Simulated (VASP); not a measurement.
Input:

```
Re
1.0
    1.36697    -2.36766     0.00000
    1.36697     2.36766     0.00000
    0.00000     0.00000     4.43068
Re
2
Direct
  0.33333   0.66667   0.25000
  0.66667   0.33333   0.75000
```

Level of theory: SCAN meta-GGA, VASP's PBE PAW potentials (set 64) (plane waves; VASP 6.6.1). Settings: 520 eV cut-off, 17×17×9 Γ-centred mesh, tetrahedra with Blöchl corrections, potentials Re.

Give the energies of bands 1 to 10 at the high-symmetry points, in eV from the Fermi level.

| band | Γ | M | K | A | L | H |
|---|---|---|---|---|---|---|
| 1 | -10.97 | -6.53 | -5.65 | -8.40 | -6.90 | -4.99 |
| 2 | -7.34 | -6.47 | -4.44 | -8.40 | -6.90 | -4.99 |
| 3 | -1.80 | -5.69 | -4.44 | -2.66 | -4.47 | -4.03 |
| 4 | -1.70 | -2.03 | -3.64 | -2.66 | -4.47 | -4.03 |
| 5 | -1.70 | -1.95 | -2.28 | -1.84 | 0.52 | -2.35 |
| 6 | -0.81 | -1.48 | -2.28 | -1.84 | 0.52 | -2.35 |
| 7 | -0.81 | -0.69 | -0.01 | -1.84 | 0.93 | 0.13 |
| 8 | 0.31 | 4.49 | 3.34 | -1.84 | 0.93 | 0.13 |
| 9 | 0.31 | 4.92 | 3.34 | 2.90 | 4.83 | 3.73 |
| 10 | 0.54 | 5.08 | 3.93 | 2.90 | 4.89 | 3.73 |

It has no gap at this level: it comes out as a metal or semimetal.

The compound is Re in the hcp structure. It was relaxed first.
